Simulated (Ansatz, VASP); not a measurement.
## One calculation of Al3Cl, two programs

```
Al Cl
1.0
     2.85676    0.00000    0.00000
    -1.42838    2.47403    0.00000
     0.00000    0.00000   20.10138
Al Cl
3 1
Direct
  0.66667 0.33333 0.19899
  0.33333 0.66667 0.31345
  0.00000 0.00000 0.42790
  0.33333 0.66667 0.49936
```

Alike in both runs: task relaxation of the atoms; functional PBE; k mesh 9 × 9 × 1; occupations gaussian, width 0.1 eV; no spin polarisation.

|  | VASP | Ansatz |
| --- | --- | --- |
| version | VASP 6.6.1 | Ansatz 0.2.0 |
| potentials or method | VASP PAW PBE potentials, release 64 (Al, Cl) | scalar-relativistic, plane waves, PAW |
| plane-wave cutoff (eV) | 520 | 420 |
| valence electrons in the cell | 16 | 16 |

Ansatz gave:

| Quantity | Value |
| --- | --- |
| gap on the k mesh at the Fermi level, each at its own relaxed structure (eV) | none |
| energy change over the relaxation (meV/atom) | -173 |

Task: Which values does VASP return?

Result: gap on the k mesh at the Fermi level, each at its own relaxed structure (eV): none; energy change over the relaxation (meV/atom): -172.

A gap of «none» marks a metal or a gap that the smearing closes.
